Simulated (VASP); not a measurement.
Computed with PBE GGA, VASP's PBE PAW potentials (set 64) (plane waves; VASP).

Input for VASP

### KPOINTS
```
kpoints
0
G
 4 7 4
0 0 0
```

POSCAR:
```
AlIn3N4
1
    3.4907555963    -5.9969624983     0.0126517172
    1.7240720467     2.9861806586     0.0000000000
    0.0102186536    -0.0058997418     5.6092898552
In N Al
3 4 1
Direct
  0.3430481109   0.3430481109   0.5023176687
  0.1652167874   0.6652177874   0.0009098305
  0.8247923668   0.3247913668   0.5024297615
  0.3640597367   0.3640597367   0.8907539867
  0.1636949284   0.6636959284   0.3876036042
  0.8048740825   0.3048730825   0.8984266913
  0.6694638822   0.6694648822   0.3423061149
  0.6648481053   0.6648491053   0.0032523420
```

INCAR:
```
ISMEAR = 0   # Gaussian
LASPH = .TRUE.
GGA = PE   # PBE
EDIFF = 1E-6
PREC = Accurate
ENCUT = 500   # plane-wave cut-off (eV)
ALGO = Normal
LCHARG = .TRUE.
SYSTEM = AlIn3N4
LWAVE = .FALSE.
SIGMA = 0.05
NELM = 100   # most electronic steps
LREAL = .FALSE.   # projection in real space or not
LMAXMIX = 4
```

POTCAR, in this order: In_d N Al (PBE.64 set). Program: vasp_std.

What VASP printed:

File OSZICAR:
```
       N       E                     dE             d eps       ncg     rms          rms(c)
DAV:   1     0.694551468697E+03    0.69455E+03   -0.28847E+04  4292   0.214E+03
DAV:   2     0.698750135566E+02   -0.62468E+03   -0.60400E+03  4408   0.534E+02
DAV:   3    -0.477082536757E+02   -0.11758E+03   -0.11386E+03  5340   0.225E+02
DAV:   4    -0.557468323322E+02   -0.80386E+01   -0.79791E+01  5528   0.593E+01
DAV:   5    -0.559867003626E+02   -0.23987E+00   -0.23953E+00  5635   0.102E+01    0.196E+01
DAV:   6    -0.463050373678E+02    0.96817E+01   -0.45063E+01  6851   0.661E+01    0.169E+01
DAV:   7    -0.466235420473E+02   -0.31850E+00   -0.48520E+00  4772   0.137E+01    0.467E+00
DAV:   8    -0.465609808601E+02    0.62561E-01   -0.46121E-01  6744   0.591E+00    0.309E+00
DAV:   9    -0.465432714704E+02    0.17709E-01   -0.96812E-02  6736   0.384E+00    0.621E-01
DAV:  10    -0.465410212973E+02    0.22502E-02   -0.16971E-02  6616   0.163E+00    0.346E-01
DAV:  11    -0.465418066778E+02   -0.78538E-03   -0.54157E-03  6409   0.477E-01    0.205E-01
DAV:  12    -0.465419881273E+02   -0.18145E-03   -0.40852E-04  5921   0.209E-01    0.512E-02
DAV:  13    -0.465420038053E+02   -0.15678E-04   -0.50085E-05  5971   0.803E-02    0.323E-02
DAV:  14    -0.465420036239E+02    0.18135E-06   -0.15995E-05  5347   0.252E-02    0.192E-02
DAV:  15    -0.465420040340E+02   -0.41008E-06   -0.38517E-06  4166   0.132E-02
   1 F= -.46542004E+02 E0= -.46542004E+02  d E =-.930024E-07
```

File OUTCAR:
```
------------------------ aborting loop because EDIFF is reached ----------------------------------------
  FORCE on cell =-STRESS in cart. coord.  units (eV):
  Direction    XX          YY          ZZ          XY          YZ          ZX
  --------------------------------------------------------------------------------------
  Total       -0.0133453     -0.0050986     -0.0120041      0.0071418      0.0062480     -0.0108220
  in kB       -0.1835854     -0.0701396     -0.1651353      0.0982469      0.0859509     -0.1488731
  external PRESSURE =      -0.1396201 kB  Pullay stress =       0.0000000 kB
  volume of cell :      116.47
      direct lattice vectors                 reciprocal lattice vectors
     3.490755596 -5.996962498  0.012651717     0.143821312 -0.083035265 -0.000349340
     1.724072047  2.986180659  0.000000000     0.288826832  0.168121688 -0.000349340
     0.010218654 -0.005899742  5.609289855    -0.000324388  0.000187286  0.178276474
 POSITION                                       TOTAL-FORCE (eV/Angst)
 -----------------------------------------------------------------------------------
      1.79407     -1.03581      2.82199         0.004382     -0.002530      0.007160
      1.72362      0.99566      0.00719        -0.002087      0.001205     -0.005203
      3.44425     -3.97933      2.82871        -0.005556      0.003208     -0.005010
      1.90761     -1.10136      5.00110        -0.001695      0.000979      0.006339
      1.71964      0.99796      2.17625         0.002272     -0.001312      0.002923
      3.34442     -3.92169      5.04972        -0.003752      0.002166     -0.006590
      3.49464     -2.01763      1.92856         0.001323     -0.000764     -0.002152
      3.46710     -2.00173      0.02665         0.005113     -0.002952      0.002533
 -----------------------------------------------------------------------------------
    total drift:                               -0.001038     -0.001124     -0.001826
  FREE ENERGIE OF THE ION-ELECTRON SYSTEM (eV)
  ---------------------------------------------------
  free  energy   TOTEN  =       -46.5420040340 eV

  energy  without entropy=      -46.5420039410  energy(sigma->0) =      -46.54200399
```
(Selected blocks of OUTCAR.)

The structure was generated: AlIn3N4 was put into an ordered model structure (Pm), which need not be its known phase. It was relaxed first.
